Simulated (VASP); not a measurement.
Input:

```yaml
crystal:
  lattice:
    - [0.00000, 2.68000, 2.68000]
    - [2.68000, 0.00000, 2.68000]
    - [2.68000, 2.68000, 0.00000]
  atoms:
    - { symbol: Cd, position: [0.00000, 0.00000, 0.00000] }
    - { symbol: F, position: [0.25000, 0.25000, 0.25000] }
    - { symbol: F, position: [0.75000, 0.75000, 0.75000] }
```

Level of theory: vdW-DF-cx, VASP's PBE PAW potentials (set 64) (plane waves; VASP). Run with 520 eV cut-off, 7×7×7 Γ-centred mesh, Gaussian smearing of 0.050 eV, potentials Cd F.

### Question
Predict the energy per atom (σ→0), pressure.

### Answer

```json
{
  "energy per atom (σ→0)": "-1.290 eV/atom",
  "pressure": "35.1 kbar"
}
```

Total energies compare only between runs with the same potentials, cut-off and functional.

The compound is CdF2 in the fluorite structure. This cell is one point of a volume scan, at 0.97 of the reference volume.
